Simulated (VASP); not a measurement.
MgTe (wurtzite): the lattice constant a from VASP (plane waves, PAW) at several levels of theory. Static lattice. The measured value holds thermal and zero-point effects that the static calculation lacks.

```csv
level,lattice constant a (Å),error against measurement
LDA,4.508,-0.7 %
PBE,4.608,+1.5 %
PBEsol,4.561,+0.5 %
```

Measured: 4.540 Å (as given by Z. Anorg. Allg. Chem. 266, 289 (1951), by the Crystallography Open Database).

The cell of the LDA run:

```
MgTe
1.0
    2.25421    -3.90441     0.00000
    2.25421     3.90441     0.00000
    0.00000     0.00000     7.33427
Mg Te
2 2
Direct
  0.66667   0.33333   0.49984
  0.33333   0.66667   0.99984
  0.66667   0.33333   0.87616
  0.33333   0.66667   0.37616
```

Only levels that ran to the end are used. Left out are those held back, those with too coarse a band path, GW runs whose mesh misses a band edge, hybrids' fits of cells that aren't cubic and levels without matching references; a question may draw on a part of the rest.

The compound is MgTe in the wurtzite structure.
